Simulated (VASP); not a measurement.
Computed with PBEsol GGA, VASP's PBE PAW potentials (set 64) (plane waves; VASP).

VASP ran on this input.

KPOINTS:
```
Automatic mesh
0
Gamma
10 10 10
0 0 0
```

POSCAR:
```
BP
1
    0.0000000000     2.1598755706     2.1598755706
    2.1598755706     0.0000000000     2.1598755706
    2.1598755706     2.1598755706     0.0000000000
B P
1 1
Direct
  0.0000000000   0.0000000000   0.0000000000
  0.2500000000   0.2500000000   0.2500000000
```

**INCAR**
```
ALGO = Normal
EDIFF = 1E-6
EDIFFG = -0.02
ENCUT = 620
GGA = PS
IBRION = 2
ISIF = 3
ISMEAR = 0
LASPH = .TRUE.
LCHARG = .FALSE.
LREAL = .FALSE.
LWAVE = .FALSE.
NELM = 100
NSW = 40
PREC = Accurate
PSTRESS = 300
SIGMA = 0.05
SYSTEM = BP
```

POTCAR, in this order: B P (PBE.64 set). Program: vasp_std.

Problem. What will the output report for the number of irreducible k-points (NKPTS), largest plane-wave count, number of space-group operations, FFT grid (NGX, NGY, NGZ)?

Solution. 
- number of irreducible k-points (NKPTS): 47
- largest plane-wave count: 725
- number of space-group operations: 24
- FFT grid (NGX, NGY, NGZ): 28 × 28 × 28

The structure was generated: BP was put into the zinc blende type (F-43m), which need not be its known phase. It was relaxed first under an external pressure of 30 GPa.
